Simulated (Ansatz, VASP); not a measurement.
GeBi3 in VASP and in Ansatz

```
Ge Bi
1.0
     0.00000    3.84212    3.84212
     3.84212    0.00000    3.84212
     3.84212    3.84212    0.00000
Ge Bi
1 3
Direct
  0.00000 0.00000 0.00000
  0.25000 0.25000 0.25000
  0.75000 0.75000 0.75000
  0.50000 0.50000 0.50000
```

Alike in both runs: functional r2SCAN; k mesh 5 × 5 × 5; occupations fermi-dirac, width 0.1 eV; no spin polarisation.

Ansatz relaxed the structure, and its values are those at the end. VASP's run is a single point on that final structure, the one shown.

|  | VASP | Ansatz |
| --- | --- | --- |
| version | VASP 6.6.1 | Ansatz 0.2.0 |
| potentials or method | VASP PAW PBE potentials, release 64 (Ge_d, Bi_d) | plane waves, PAW |
| plane-wave cutoff (eV) | 520 | 517 |
| valence electrons in the cell | 59 | 59 |

Ansatz gave:

```
pressure (GPa) : 0.0
```

Problem. What did VASP give for the same quantities?

Solution. Pressure (GPa): -0.1.

Ansatz warned: «stress_scf_threshold_loose».

Caveats: the PAW data sets were made with another functional, which shifts forces and pressure a little (VASP).
